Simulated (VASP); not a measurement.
```xyz
2
Lattice="1.7950 -3.1090 0.0000 1.7950 3.1090 0.0000 0.0000 0.0000 5.6500" Properties=species:S:1:pos:R:3 pbc="T T T"
Dy     1.7950     1.0363     1.4125
Dy     1.7950    -1.0363     4.2375
```

The numbers are results of PBE GGA, VASP's PBE PAW potentials (set 64) (plane waves; VASP), not measurements. Numerical set-up: 400 eV cut-off, 9×9×5 Γ-centred mesh, first-order Methfessel-Paxton smearing of 0.10 eV, potentials Dy_3.

The 4f electrons are frozen in the core of the lanthanide potential, so 4f levels, which can set the real gap, and their magnetism are missing.

Predict the energy per atom (σ→0), band gap (on the k-mesh) with the smallest direct gap where there is one.

* **band gap (on the k-mesh)**: none (metal, semimetal or under 0.01 eV)
* **energy per atom (σ→0)**: -4.534 eV/atom

Only differences to runs with the same potentials and settings are physical.

The compound is Dy in the hcp structure. The cell was not relaxed at this level.
